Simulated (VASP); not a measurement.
Method: PBE GGA, VASP's PBE PAW potentials (set 64) (plane waves; VASP 6.6.1).

VASP input:

INCAR:
```
SYSTEM = PtS2
PREC = Accurate; ENCUT = 520; LREAL = .False.
LASPH = .True.
EDIFF = 1E-6; NELM = 100; ALGO = Normal
LMAXMIX = 6
ISMEAR = 0; SIGMA = 0.05
GGA = PE
IBRION = 2; NSW = 60; ISIF = 3
EDIFFG = -0.02
LWAVE = .False.; LCHARG = .False.
```

KPOINTS:
```
Automatic mesh
0
Gamma
7 7 4
0 0 0
```

File POSCAR:
```
PtS2
1
    1.7904073576    -3.1010765824    -0.0000000000
    1.7904073576     3.1010765824     0.0000000000
   -0.0000000000    -0.0000000000     6.0263495812
Pt S
1 2
Direct
  0.0000000000   0.0000000000   1.0000000000
  0.3333330000   0.6666670000   0.2021469483
  0.6666670000   0.3333330000   0.7978530517
```

POTCAR, in this order: Pt S (PBE.64 set). Program: vasp_std.

Output

OUTCAR:
```
 ion  position               nearest neighbor table
   1  0.000  0.000  0.000-   2 2.40   3 2.40   3 2.40   2 2.40   3 2.40   2 2.40
   2  0.333  0.667  0.202-   1 2.40   1 2.40   1 2.40
   3  0.667  0.333  0.798-   1 2.40   1 2.40   1 2.40
  LATTYP: Found a hexagonal cell.
 ALAT       =     3.5808147782
 C/A-ratio  =     1.6829548453
 Subroutine PRICEL returns:
 Original cell was already a primitive cell.
 Subroutine GETGRP returns: Found 12 space group operations
The static configuration has the point symmetry D_3d.
The dynamic configuration has the point symmetry D_3d.
 Subroutine INISYM returns: Found 12 space group operations
 Subroutine IBZKPT returns following result:
 Found     28 irreducible k-points:

 Following reciprocal coordinates:
            Coordinates               Weight
  0.000000  0.000000  0.000000      1.000000
  0.142857  0.000000  0.000000      6.000000
  0.285714  0.000000  0.000000      6.000000
  0.428571  0.000000  0.000000      6.000000
  0.142857  0.142857  0.000000      6.000000
  0.285714  0.142857  0.000000     12.000000
  0.428571  0.142857  0.000000      6.000000
...
```

**OSZICAR**
```
       N       E                     dE             d eps       ncg     rms          rms(c)
DAV:   1     0.121176514330E+03    0.12118E+03   -0.10344E+04   856   0.128E+03
DAV:   2    -0.107049153517E+02   -0.13188E+03   -0.12902E+03  1043   0.243E+02
DAV:   3    -0.167580392289E+02   -0.60531E+01   -0.60126E+01  1071   0.569E+01
DAV:   4    -0.168422463826E+02   -0.84207E-01   -0.84177E-01  1137   0.718E+00
DAV:   5    -0.168440742592E+02   -0.18279E-02   -0.18278E-02  1120   0.101E+00    0.176E+01
DAV:   6    -0.157267905405E+02    0.11173E+01   -0.80180E+00   882   0.291E+01    0.115E+01
DAV:   7    -0.154851462435E+02    0.24164E+00   -0.14276E+00   889   0.133E+01    0.555E+00
DAV:   8    -0.154687484247E+02    0.16398E-01   -0.10042E-01  1064   0.230E+00    0.121E+00
DAV:   9    -0.154631362903E+02    0.56121E-02   -0.16147E-02   987   0.145E+00    0.270E-01
DAV:  10    -0.154634269360E+02   -0.29065E-03   -0.25256E-03  1099   0.361E-01    0.803E-02
DAV:  11    -0.154634720206E+02   -0.45085E-04   -0.73213E-05  1109   0.819E-02    0.448E-02
DAV:  12    -0.154634772944E+02   -0.52738E-05   -0.15965E-05  1001   0.369E-02    0.123E-02
DAV:  13    -0.154634784100E+02   -0.11157E-05   -0.24000E-06  1013   0.121E-02    0.410E-03
DAV:  14    -0.154634787430E+02   -0.33300E-06   -0.36622E-07   714   0.515E-03
   1 F= -.15463479E+02 E0= -.15463479E+02  d E =-.154635E+02
       N       E                     dE             d eps       ncg     rms          rms(c)
DAV:   1    -0.154652154192E+02   -0.17370E-02   -0.46043E-02   840   0.161E+00    0.192E-01
DAV:   2    -0.154641367949E+02    0.10786E-02   -0.41283E-03   959   0.621E-01    0.140E-01
DAV:   3    -0.154639803904E+02    0.15640E-03   -0.47289E-04  1022   0.209E-01    0.474E-02
DAV:   4    -0.154639151592E+02    0.65231E-04   -0.21527E-04  1029   0.912E-02    0.251E-02
DAV:   5    -0.154639124172E+02    0.27420E-05   -0.15606E-05  1099   0.333E-02    0.143E-02
DAV:   6    -0.154639118853E+02    0.53196E-06   -0.30187E-06   824   0.145E-02
   2 F= -.15463912E+02 E0= -.15463912E+02  d E =-.433142E-03
       N       E                     dE             d eps       ncg     rms          rms(c)
DAV:   1    -0.154674975885E+02   -0.35852E-02   -0.12996E-01   840   0.270E+00    0.322E-01
DAV:   2    -0.154644477412E+02    0.30498E-02   -0.11736E-02   959   0.105E+00    0.237E-01
DAV:   3    -0.154640076098E+02    0.44013E-03   -0.13346E-03  1022   0.352E-01    0.801E-02
DAV:   4    -0.154638238010E+02    0.18381E-03   -0.61438E-04  1022   0.154E-01    0.427E-02
DAV:   5    -0.154638174215E+02    0.63795E-05   -0.44828E-05  1085   0.566E-02    0.243E-02
DAV:   6    -0.154638172149E+02    0.20664E-06   -0.91397E-06  1022   0.245E-02
   3 F= -.15463817E+02 E0= -.15463817E+02  d E =-.338472E-03
       N       E                     dE             d eps       ncg     rms          rms(c)
DAV:   1    -0.154650890366E+02   -0.12716E-02   -0.39504E-02   840   0.149E+00    0.177E-01
DAV:   2    -0.154641836265E+02    0.90541E-03   -0.34606E-03   980   0.568E-01    0.126E-01
DAV:   3    -0.154640509328E+02    0.13269E-03   -0.39870E-04  1022   0.192E-01    0.432E-02
DAV:   4    -0.154639969600E+02    0.53973E-04   -0.17779E-04  1015   0.834E-02    0.225E-02
DAV:   5    -0.154639961658E+02    0.79418E-06   -0.13021E-05  1092   0.303E-02    0.129E-02
DAV:   6    -0.154639971485E+02   -0.98273E-06   -0.24527E-06   772   0.131E-02
   4 F= -.15463997E+02 E0= -.15463997E+02  d E =-.518405E-03
       N       E                     dE             d eps       ncg     rms          rms(c)
DAV:   1    -0.154652086297E+02   -0.12125E-02   -0.67837E-02   840   0.202E+00    0.317E-01
DAV:   2    -0.154642227889E+02    0.98584E-03   -0.32290E-03  1071   0.561E-01    0.140E-01
DAV:   3    -0.154639592906E+02    0.26350E-03   -0.62634E-04  1043   0.193E-01    0.635E-02
DAV:   4    -0.154639235183E+02    0.35772E-04   -0.21228E-04  1015   0.126E-01    0.343E-02
DAV:   5    -0.154639228079E+02    0.71038E-06   -0.89106E-06  1134   0.227E-02
   5 F= -.15463923E+02 E0= -.15463923E+02  d E =0.743406E-04
       N       E                     dE             d eps       ncg     rms          rms(c)
DAV:   1    -0.154645193211E+02   -0.59580E-03   -0.22967E-02   840   0.117E+00    0.185E-01
DAV:   2    -0.154641837750E+02    0.33555E-03   -0.10794E-03  1064   0.325E-01    0.827E-02
DAV:   3    -0.154640919617E+02    0.91813E-04   -0.21233E-04  1050   0.113E-01    0.369E-02
DAV:   4    -0.154640783557E+02    0.13606E-04   -0.72825E-05   987   0.739E-02    0.198E-02
DAV:   5    -0.154640765311E+02    0.18247E-05   -0.29334E-06  1067   0.132E-02    0.103E-02
DAV:   6    -0.154640756094E+02    0.92160E-06   -0.12230E-06   553   0.846E-03
   6 F= -.15464076E+02 E0= -.15464076E+02  d E =-.784609E-04
```

OUTCAR:
```
------------------------ aborting loop because EDIFF is reached ----------------------------------------
  FORCE on cell =-STRESS in cart. coord.  units (eV):
  Direction    XX          YY          ZZ          XY          YZ          ZX
  --------------------------------------------------------------------------------------
  Total        0.0158502      0.0158502      0.0234547      0.0000000     -0.0000000      0.0000000
  in kB        0.3793460      0.3793460      0.5613485      0.0000000     -0.0000000      0.0000000
  external PRESSURE =       0.4400135 kB  Pullay stress =       0.0000000 kB
  volume of cell :       66.94
      direct lattice vectors                 reciprocal lattice vectors
     1.786267179 -3.093905581  0.000000000     0.279913333 -0.161608035  0.000000000
     1.786267179  3.093905581  0.000000000     0.279913333  0.161608035 -0.000000000
    -0.000000000  0.000000000  6.056548837     0.000000000  0.000000000  0.165110532
 POSITION                                       TOTAL-FORCE (eV/Angst)
 -----------------------------------------------------------------------------------
      0.00000      0.00000      0.00000        -0.000000     -0.000000      0.000000
      1.78627      1.03130      1.22723         0.000000     -0.000000     -0.017114
      1.78627     -1.03130      4.82932         0.000000      0.000000      0.017114
 -----------------------------------------------------------------------------------
    total drift:                                0.000000      0.000000      0.000000
  FREE ENERGIE OF THE ION-ELECTRON SYSTEM (eV)
  ---------------------------------------------------
  free  energy   TOTEN  =       -15.4640756094 eV

  energy  without entropy=      -15.4640756094  energy(sigma->0) =      -15.46407561

 reached required accuracy - stopping structural energy minimisation
```
(Selected blocks of OUTCAR.)

CONTCAR:
```
PtS2
   1.00000000000000
     1.7862671785571018   -3.0939055814407426    0.0000000000000000
     1.7862671785571018    3.0939055814407426    0.0000000000000000
    -0.0000000000000000    0.0000000000000000    6.0565488367269360
  Pt              S
     1     2
Direct
     0.0000000000000000    0.0000000000000000    0.0000000000000000
     0.3333330000000032    0.6666669999999968    0.2026287593605825
     0.6666669999999968    0.3333330000000032    0.7973712406394176
```

Without a dispersion term in the relaxation, distances and binding between the weakly bound layers, chains or molecules are unreliable, and so is what depends on them.

The compound is PtS2 in the 1T layered structure. This run relaxes it. Symmetry was kept, so distortions that lower it aren't found. The start is the result of an earlier pass.
